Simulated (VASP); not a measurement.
```yaml
crystal:
  lattice:
    - [4.15997, 2.07692, 2.07692]
    - [2.07692, 4.15997, 2.07692]
    - [2.07692, 2.07692, 4.15997]
  atoms:
    - { symbol: Ni, position: [0.00000, 0.00000, 0.00000], spin: 1.6 }
    - { symbol: Ni, position: [0.50000, 0.50000, 0.50000], spin: -1.6 }
    - { symbol: O, position: [0.25000, 0.25000, 0.25000] }
    - { symbol: O, position: [0.75000, 0.75000, 0.75000] }
```

Computed with r2SCAN meta-GGA, VASP's PBE PAW potentials (set 64) (plane waves; VASP). Settings: 520 eV cut-off, 10×10×10 Γ-centred mesh, tetrahedra with Blöchl corrections, potentials Ni O.

The job: NiO (rock salt, AFM-II order), 4 atoms, r2SCAN, static run, 520 eV, 10×10×10 Γ-centred mesh. Roughly how much core time does it take on a busy server core?

About 20 core-minutes (one run on a shared machine, a rough figure). It had 116 irreducible k-points, 20 bands, up to 1007 plane waves and 17 electronic steps.

The compound is NiO in the rock salt, AFM-II order structure. It was relaxed first.
